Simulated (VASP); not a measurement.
```yaml
crystal:
  lattice:
    - [0.00000, 2.14710, 2.14710]
    - [2.14710, 0.00000, 2.14710]
    - [2.14710, 2.14710, 0.00000]
  atoms:
    - { symbol: Mg, position: [0.00000, 0.00000, 0.00000] }
    - { symbol: O, position: [0.50000, 0.50000, 0.50000] }
```

The base run (VASP): PBE GGA, plane waves, VASP's PBE PAW potentials (set 64). Numerical set-up: 520 eV cut-off, 10×10×10 Γ-centred mesh, Gaussian smearing of 0.050 eV, potentials Mg O.

One setting is varied; ΔE counts from the base run. The base run took about 4 core-seconds. Costs are core time on shared hosts, one run each; read them as rough ratios.

Pressures at a finite cut-off, here 520 eV, hold a Pulay part, which wasn't tested here.

| setting | cost over the base run | electronic steps | ΔE (meV/atom) | pressure (GPa) |
|---|---|---|---|---|
| base run | reference | 11 | 0.0 | -4.76 |
| SYMPREC = 1E-3 | within a factor of 2 | 11 | 0.0 | -4.76 |
| ISYM = 1 | within a factor of 2 | 11 | 0.0 | -4.76 |
| ISYM = 0 | about 6 times | 11 | 0.0 | -4.76 |
| ISYM = -1 | ? | 11 | 0.0 | -4.76 |

Task: Some entries are withheld; supply them.

Result: 
- ISYM = -1, cost over the base run: about 10 times

Left out are runs that failed, have no time on record or changed the cell.

The compound is MgO in the rock salt structure. The cell was not relaxed at this level.
